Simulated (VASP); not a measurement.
Data:

```
PtSb
1.0
    0.00000     3.17543     3.17543
    3.17543     0.00000     3.17543
    3.17543     3.17543     0.00000
Pt Sb
1 1
Cartesian
  0.00000   0.00000   0.00000
  1.58771   1.58771   1.58771
```

Calculation: r2SCAN meta-GGA, VASP's PBE PAW potentials (set 64) (plane waves; VASP 6.6.1). Settings: 400 eV cut-off, 9×9×9 Γ-centred mesh, first-order Methfessel-Paxton smearing of 0.10 eV, potentials Pt Sb.

Energy and stress use the plane-wave basis of the starting cell.

Q: The ions, cell shape and volume are relaxed. Predict the relaxed structure.

A: 
```
PtSb
1.0
    0.00000     2.97332     2.97332
    2.97332     0.00000     2.97332
    2.97332     2.97332     0.00000
Pt Sb
1 1
Cartesian
  0.00000   0.00000   0.00000
  1.48666   1.48666   1.48666
```
Space group F-43m (216), at a tolerance of 0.03 Å.

Q: How do energy and volume change from the first to the last step?

A: The energy (σ→0) changes by -257.6 meV/atom and the volume by -17.9 %, in 7 ionic steps.

```json
[
 {"step": "1", "E(σ→0) (eV)": "-77.0380", "max force (eV/Å)": "0.000", "pressure (GPa)": "-11.82", "volume (Å³)": "64.04"},
 {"step": "2", "E(σ→0) (eV)": "-77.0173", "max force (eV/Å)": "0.000", "pressure (GPa)": "25.15", "volume (Å³)": "44.54"},
 {"step": "3", "E(σ→0) (eV)": "-77.5524", "max force (eV/Å)": "0.000", "pressure (GPa)": "-0.68", "volume (Å³)": "52.94"},
 {"step": "4", "E(σ→0) (eV)": "-77.5532", "max force (eV/Å)": "0.000", "pressure (GPa)": "-0.16", "volume (Å³)": "52.66"},
 {"step": "5", "E(σ→0) (eV)": "-77.5531", "max force (eV/Å)": "0.000", "pressure (GPa)": "0.25", "volume (Å³)": "52.45"},
 {"step": "6", "E(σ→0) (eV)": "-77.5531", "max force (eV/Å)": "0.000", "pressure (GPa)": "-0.29", "volume (Å³)": "52.73"},
 {"step": "7", "E(σ→0) (eV)": "-77.5532", "max force (eV/Å)": "0.000", "pressure (GPa)": "0.01", "volume (Å³)": "52.57"}
]
```

The structure was generated: PtSb was put into the zinc blende type (F-43m), which need not be its known phase. This run relaxes it. Symmetry was kept, so distortions that lower it aren't found. The electron count is odd and the run is not spin-polarised, which forces a metal.
